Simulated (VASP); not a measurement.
```
CELL_PARAMETERS angstrom
      1.33000    -2.30363     0.00000
      1.33000     2.30363     0.00000
      0.00000     0.00000     4.95000
ATOMIC_POSITIONS crystal
  Zn 0.33333 0.66667 0.25000
  Zn 0.66667 0.33333 0.75000
```

Method: PBE GGA with D3 dispersion (zero damping), VASP's PBE PAW potentials (set 64) (plane waves; VASP 6.6.1). Settings: 520 eV cut-off, 14×14×7 Γ-centred mesh, first-order Methfessel-Paxton smearing of 0.10 eV, potentials Zn.

Energy and stress use the plane-wave basis of the starting cell.

Question: The ions, cell shape and volume are relaxed. Which structure does the run end with?

Answer: 
```
CELL_PARAMETERS angstrom
      1.32502    -2.29500     0.00000
      1.32502     2.29500     0.00000
      0.00000     0.00000     4.65477
ATOMIC_POSITIONS crystal
  Zn 0.33333 0.66667 0.25000
  Zn 0.66667 0.33333 0.75000
```
Space group P6_3/mmc (194), at a tolerance of 0.03 Å.

Question: How do energy and volume change from the first to the last step?

Answer: The energy (σ→0) changes by -15.7 meV/atom and the volume by -6.7 %, in 11 ionic steps.

The compound is Zn in the hcp structure. This run relaxes it. Symmetry was kept, so distortions that lower it aren't found.
